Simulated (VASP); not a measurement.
```yaml
crystal:
  lattice:
    - [0.00000, 2.26421, 2.26421]
    - [2.26421, 0.00000, 2.26421]
    - [2.26421, 2.26421, 0.00000]
  atoms:
    - { symbol: Zr, position: [0.00000, 0.00000, 0.00000] }
    - { symbol: N, position: [0.50000, 0.50000, 0.50000] }
```

All values below come from LDA (Ceperley-Alder, Perdew-Zunger), VASP's LDA PAW potentials (set 64) (plane waves; VASP). Numerical set-up: 520 eV cut-off, 16×16×16 Γ-centred mesh, tetrahedra with Blöchl corrections, potentials Zr_sv N.

**Question.** Tabulate the total density of states (states/eV per cell) against energy (eV; zero at the valence-band maximum or, without a gap, the Fermi level).

**Answer.** 
```
E (eV) | DOS (states/eV)
    -9.92 |  0.00
    -9.69 |  0.00
    -9.46 |  0.00
    -9.23 |  0.00
    -9.00 |  0.00
    -8.77 |  0.00
    -8.54 |  0.00
    -8.31 |  0.00
    -8.08 |  0.00
    -7.85 |  0.02
    -7.62 | # 0.17
    -7.39 | ### 0.31
    -7.16 | #### 0.46
    -6.93 | ###### 0.74
    -6.70 | ######## 1.03
    -6.59 | ######### 1.05
    -6.36 | ######### 1.11
    -6.13 | ######### 1.13
    -5.90 | ####### 0.90
    -5.67 | ############### 1.85
    -5.44 | #################### 2.43
    -5.21 | #################### 2.45
    -4.98 | ######################### 3.02
    -4.75 | ############################## 3.65
    -4.52 | ################ 1.92
    -4.29 | ########### 1.30
    -4.06 | ######### 1.04
    -3.83 | ####### 0.86
    -3.60 | ##### 0.64
    -3.37 | ### 0.33
    -3.14 | # 0.13
    -2.91 | # 0.11
    -2.68 | # 0.11
    -2.45 | # 0.15
    -2.22 | ## 0.19
    -1.99 | ## 0.23
    -1.76 | ## 0.27
    -1.53 | ### 0.31
    -1.30 | ### 0.35
    -1.07 | ### 0.40
    -0.84 | #### 0.44
    -0.61 | #### 0.51
    -0.38 | ##### 0.58
    -0.15 | ##### 0.62
     0.08 | ##### 0.66
     0.19 | ###### 0.67
     0.42 | ###### 0.71
     0.65 | ###### 0.78
     0.88 | ####### 0.82
     1.11 | ###### 0.77
     1.34 | ####### 0.84
     1.57 | ####### 0.82
     1.80 | ####### 0.88
     2.03 | ######## 0.96
     2.26 | ######### 1.15
     2.49 | ########### 1.33
     2.72 | ############ 1.43
     2.95 | ############## 1.71
     3.18 | ##################### 2.50
     3.41 | ################ 1.90
```
Within 2 eV below the Fermi level the largest weight inside VASP's projection spheres is Zr d, then N p.

The compound is ZrN in the rock salt structure. It was relaxed first. The electron count is odd and the run is not spin-polarised, which forces a metal.
